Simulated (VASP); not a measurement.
An input for Quantum ESPRESSO's pw.x (written as the equivalent of a VASP run, and not itself run):

```
&CONTROL
  calculation = 'scf'
  pseudo_dir = './pseudo'
  outdir = './out'
  tprnfor = .true.
  tstress = .true.
/
&SYSTEM
  ibrav = 0
  nat = 4
  ntyp = 1
  ecutwfc = 44
  occupations = 'tetrahedra'
  input_dft = 'vdw-df2-b86r'
/
&ELECTRONS
  conv_thr = 7.3e-09
  electron_maxstep = 100
/
ATOMIC_SPECIES
  P 30.974 P.upf
CELL_PARAMETERS angstrom
     1.6705161   -5.2385556    0.0000000
     1.6705161    5.2385556    0.0000000
     0.0000000   -0.0000000    4.3352215
ATOMIC_POSITIONS crystal
  P    0.1030983  0.8969017  0.9221687
  P    0.3969017  0.6030983  0.4221687
  P    0.6030983  0.3969017  0.5778313
  P    0.8969017  0.1030983  0.0778313
K_POINTS automatic
  8 8 6 0 0 0
```

### Question
Translate this input to VASP (INCAR, KPOINTS, POSCAR, choice of POTCAR).

### Answer
One answer among several that fit: 
File KPOINTS:
```
Automatic mesh
0
Gamma
8 8 6
0 0 0
```

### POSCAR
```
P
1
    1.6705160773    -5.2385556259     0.0000000000
    1.6705160773     5.2385556259     0.0000000000
    0.0000000000    -0.0000000000     4.3352214829
P
4
Direct
  0.1030983301   0.8969016699   0.9221686548
  0.3969016699   0.6030983301   0.4221686548
  0.6030983301   0.3969016699   0.5778313452
  0.8969016699   0.1030983301   0.0778313452
```

### INCAR
```
! general
SYSTEM   = P
PREC     = Accurate
ENCUT    = 520   ! plane-wave cut-off (eV)
LREAL    = .False.
LASPH    = .True.

! electronic loop
EDIFF    = 1E-7
NELM     = 100   ! most electronic steps
ALGO     = Normal

! smearing
ISMEAR   = -5

! functional
GGA      = MK
LUSE_VDW = .True.
AGGAC    = 0.0
PARAM1   = 0.1234568
PARAM2   = 0.7114
ZAB_VDW  = -1.8867

! ions
ISIF     = 2   ! forces and stress, cell fixed

! output
LWAVE    = .False.
LCHARG   = .True.
LORBIT   = 11
NEDOS    = 601

! other
LEFG     = .True.
```

POTCAR, in this order: P (PBE.64 set). Program: vasp_std.

Limits of the translation: the potentials are each code's own (VASP's PAW set, PseudoDojo norm-conserving files in pw.x), so ENCUT and ecutwfc are chosen apart and not converted; conv_thr bounds pw.x's estimated SCF error, while EDIFF bounds the energy change between steps; the field gradients of LEFG aren't asked of the other code.

The compound is P in the black structure. It was relaxed first.
